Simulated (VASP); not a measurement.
```
CELL_PARAMETERS angstrom
      2.33922    -4.05165     0.00000
      2.33922     4.05165     0.00000
      0.00000     0.00000     7.67084
ATOMIC_POSITIONS crystal
  Pb 0.00000 0.00000 0.00000
  I  0.33333 0.66667 0.24244
  I  0.66667 0.33333 0.75756
```

These are PBE GGA, VASP's PBE PAW potentials (set 64) (plane waves; VASP) values and carry that method's errors. Numerical set-up: 400 eV cut-off, 5×5×3 Γ-centred mesh, Gaussian smearing of 0.050 eV, potentials Pb_d I.

Without a dispersion term in the relaxation, distances and binding between the weakly bound layers, chains or molecules are unreliable, and so is what depends on them.

**Question.** Estimate the energy per atom (σ→0).

**Answer.** 
```json
{
 "energy per atom (σ→0)": "-2.873 eV/atom"
}
```

Total energies compare only between runs with the same potentials, cut-off and functional.

The compound is PbI2 in the 1T layered structure. It was relaxed first, which changed the volume by +16 %. The start is the result of an earlier pass.
